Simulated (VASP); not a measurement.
VASP input:

### INCAR
```
ALGO = Normal
EDIFF = 1E-6
EDIFFG = -0.02
ENCUT = 620
GGA = PE
IBRION = 2
ISIF = 3
ISMEAR = 0
LASPH = .TRUE.
LCHARG = .FALSE.
LMAXMIX = 4
LREAL = .FALSE.
LWAVE = .FALSE.
NELM = 100
NSW = 40
PREC = Accurate
PSTRESS = 100
SIGMA = 0.05
SYSTEM = BaTiO3
```

KPOINTS:
```
Automatic mesh
0
Gamma
6 6 6
0 0 0
```

### POSCAR
```
BaTiO3
1.0
  3.9928986360   0.0000000000   0.0000000000
  0.0000000000   3.9928986360   0.0000000000
  0.0000000000   0.0000000000   3.9928986360
Ba Ti O
1 1 3
Cartesian
  0.0000000000   0.0000000000   0.0000000000
  1.9964493180   1.9964493180   1.9964493180
  1.9964493180   0.0000000000   1.9964493180
  0.0000000000   1.9964493180   1.9964493180
  1.9964493180   1.9964493180   0.0000000000
```

POTCAR, in this order: Ba_sv Ti_sv O (PBE.64 set). Program: vasp_std.

Q: Write an equivalent input for Ansatz.

A: One equivalent input (not run):
Ansatz 0.2 input:
```yaml
crystal:
  lattice:
    - [3.9928986, 0.0000000, 0.0000000]
    - [0.0000000, 3.9928986, 0.0000000]
    - [0.0000000, 0.0000000, 3.9928986]
  atoms:
    - { symbol: Ba, position: [0.0000000, 0.0000000, 0.0000000] }
    - { symbol: Ti, position: [0.5000000, 0.5000000, 0.5000000] }
    - { symbol: O, position: [0.5000000, 0.0000000, 0.5000000] }
    - { symbol: O, position: [0.0000000, 0.5000000, 0.5000000] }
    - { symbol: O, position: [0.5000000, 0.5000000, 0.0000000] }
kpoints:
  mp_grid: { grid: [6, 6, 6] }
hamiltonian:
  xc: pbe
  pseudopotentials: { kind: paw }
scf:
  occupations: { method: gaussian, width: 0.05 }
  max_iter: 100
relax:
  max_steps: 40
  f_tol: 0.02
  cell: { p_target: 10 }
output: { forces: true, stress: true, eigenvalues: true }
```
Limits of the translation: each code has its own PAW files, so the cut-off isn't converted (ENCUT is set for VASP's; basis.ecutwfc is left out, and Ansatz then takes the one that its files recommend); Ansatz stops its SCF on the density residual and VASP on the energy change (EDIFF).

The compound is BaTiO3 in the cubic perovskite structure, the ideal cubic form; the compound distorts at low or room temperature. This run relaxes it under an external pressure of 10 GPa. Symmetry was kept, so distortions that lower it aren't found.
